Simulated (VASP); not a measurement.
OSZICAR of a VASP run on Si (diamond):

OSZICAR:
```
       N       E                     dE             d eps       ncg     rms          rms(c)
DAV:   1     0.676349149635E+01    0.67635E+01   -0.29954E+03   560   0.658E+02
DAV:   2    -0.108110882657E+02   -0.17575E+02   -0.16916E+02   944   0.783E+01
DAV:   3    -0.110155874295E+02   -0.20450E+00   -0.20450E+00   680   0.113E+01
DAV:   4    -0.110165046239E+02   -0.91719E-03   -0.91719E-03   928   0.816E-01
DAV:   5    -0.110165053162E+02   -0.69236E-06   -0.69236E-06   712   0.179E-02    0.474E+00
RMM:   6    -0.109001940418E+02    0.11631E+00   -0.46008E-02   560   0.132E+00    0.288E+00
RMM:   7    -0.108461520607E+02    0.54042E-01   -0.10889E-01   570   0.218E+00    0.175E-01
RMM:   8    -0.108477837035E+02   -0.16316E-02   -0.73253E-03   560   0.687E-01    0.717E-02
RMM:   9    -0.108479974905E+02   -0.21379E-03   -0.14707E-03   561   0.285E-01    0.798E-02
RMM:  10    -0.108480575233E+02   -0.60033E-04   -0.28489E-04   562   0.141E-01    0.260E-02
RMM:  11    -0.108480710875E+02   -0.13564E-04   -0.76531E-05   539   0.760E-02    0.119E-02
RMM:  12    -0.108480723555E+02   -0.12680E-05   -0.11046E-05   389   0.310E-02
   1 F= -.10848072E+02 E0= -.10848072E+02  d E =-.108481E+02
```

**Question.** Which electronic solver shows in the log?

**Answer.** It is blocked Davidson (ALGO = Normal, or the opening steps of other solvers) and then RMM-DIIS (ALGO = Fast or VeryFast). The INCAR had ALGO = Fast.

**Question.** Can the final energy be trusted as converged?

**Answer.** The run converged. It stopped with EDIFF = 1E-5, NELM = 100, NSW = 20 and EDIFFG = -0.03 after 1 ionic step (PBE GGA, plane waves, VASP's PBE PAW potentials (set 64)).

The compound is Si in the diamond structure. It was relaxed first.
